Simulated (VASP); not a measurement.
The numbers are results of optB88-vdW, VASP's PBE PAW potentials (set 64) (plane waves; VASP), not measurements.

The input files of a VASP run:

POSCAR:
```
MoS2
1.0
  3.1924803240   0.0000000000   0.0000000000
 -1.5962401620   2.7647687772   0.0000000000
  0.0000000000   0.0000000000  12.4563804234
Mo S
2 4
Cart
  1.5962417582   0.9215886708   9.3422853176
 -0.0000015962   1.8431801064   3.1140951059
  1.5962417582   0.9215886708   4.6832972435
 -0.0000015962   1.8431801064  10.9114874552
 -0.0000015962   1.8431801064   7.7730831799
  1.5962417582   0.9215886708   1.5448929682
```

KPOINTS:
```
Automatic mesh
0
Gamma
9 9 2
0 0 0
```

**INCAR**
```
IBRION = 2
AGGAC = 0.0
SIGMA = 0.05   ! width (eV)
EDIFF = 1E-6   ! SCF stop (eV)
LMAXMIX = 4
LASPH = .TRUE.   ! aspherical one-centre terms
LREAL = .FALSE.   ! projection in real space or not
ISMEAR = 0
PREC = Accurate
SYSTEM = MoS2
ENCUT = 480
ISIF = 3
GGA = BO
LUSE_VDW = .TRUE.
NSW = 60   ! most ionic steps
EDIFFG = -0.01
LCHARG = .FALSE.
ALGO = Normal
NELM = 100
PARAM1 = 0.1833333333
PARAM2 = 0.22
LWAVE = .FALSE.
```

POTCAR, in this order: Mo_sv S (PBE.64 set). Program: vasp_std.

Output of the run:

### OSZICAR
```
       N       E                     dE             d eps       ncg     rms          rms(c)
DAV:   1     0.442708637679E+03    0.44271E+03   -0.28623E+04  1688   0.149E+03
DAV:   2    -0.961053891782E+01   -0.45232E+03   -0.44184E+03  1841   0.387E+02
DAV:   3    -0.337702455106E+02   -0.24160E+02   -0.23994E+02  1890   0.775E+01
DAV:   4    -0.343646468811E+02   -0.59440E+00   -0.59275E+00  1844   0.120E+01
DAV:   5    -0.343797851306E+02   -0.15138E-01   -0.15130E-01  1918   0.186E+00    0.315E+01
DAV:   6    -0.322307582033E+02    0.21490E+01   -0.26906E+01  1633   0.261E+01    0.133E+01
DAV:   7    -0.316496108136E+02    0.58115E+00   -0.11569E+01  1697   0.173E+01    0.800E+00
DAV:   8    -0.313231016542E+02    0.32651E+00   -0.15461E+00  1979   0.675E+00    0.285E+00
DAV:   9    -0.313358018872E+02   -0.12700E-01   -0.17163E-01  2063   0.197E+00    0.138E+00
DAV:  10    -0.313265508918E+02    0.92510E-02   -0.79238E-02  1835   0.149E+00    0.353E-01
DAV:  11    -0.313263983963E+02    0.15250E-03   -0.29675E-03  1831   0.308E-01    0.230E-01
DAV:  12    -0.313261790921E+02    0.21930E-03   -0.93222E-04  1859   0.151E-01    0.850E-02
DAV:  13    -0.313261625372E+02    0.16555E-04   -0.18175E-04  1986   0.685E-02    0.151E-02
DAV:  14    -0.313261633215E+02   -0.78427E-06   -0.78014E-06  1639   0.158E-02
   1 F= -.31326163E+02 E0= -.31326163E+02  d E =-.313262E+02
```

### OUTCAR
```
------------------------ aborting loop because EDIFF is reached ----------------------------------------
  FORCE on cell =-STRESS in cart. coord.  units (eV):
  Direction    XX          YY          ZZ          XY          YZ          ZX
  --------------------------------------------------------------------------------------
  Total        0.0039367      0.0039367      0.0367885      0.0000000     -0.0000000      0.0000000
  in kB        0.0573677      0.0573677      0.5360973      0.0000000     -0.0000000      0.0000000
  external PRESSURE =       0.2169442 kB  Pullay stress =       0.0000000 kB
  volume of cell :      109.95
      direct lattice vectors                 reciprocal lattice vectors
     3.192480324  0.000000000  0.000000000     0.313236073  0.180846950  0.000000000
    -1.596240162  2.764768777  0.000000000     0.000000000  0.361693899  0.000000000
     0.000000000  0.000000000 12.456380423     0.000000000  0.000000000  0.080280143
 POSITION                                       TOTAL-FORCE (eV/Angst)
 -----------------------------------------------------------------------------------
      1.59624      0.92159      9.34229         0.000000      0.000000     -0.000000
     -0.00000      1.84318      3.11410         0.000000      0.000000     -0.000000
      1.59624      0.92159      4.68330        -0.000000     -0.000000      0.007912
     -0.00000      1.84318     10.91149         0.000000     -0.000000      0.007912
     -0.00000      1.84318      7.77308         0.000000      0.000000     -0.007912
      1.59624      0.92159      1.54489        -0.000000      0.000000     -0.007912
 -----------------------------------------------------------------------------------
    total drift:                                0.000835     -0.000482      0.001129
  FREE ENERGIE OF THE ION-ELECTRON SYSTEM (eV)
  ---------------------------------------------------
  free  energy   TOTEN  =       -31.3261633215 eV

  energy  without entropy=      -31.3261633215  energy(sigma->0) =      -31.32616332

 reached required accuracy - stopping structural energy minimisation
```
(Selected blocks of OUTCAR.)

The compound is MoS2 in the 2H layered structure. It was relaxed first. The start is the result of an earlier pass.
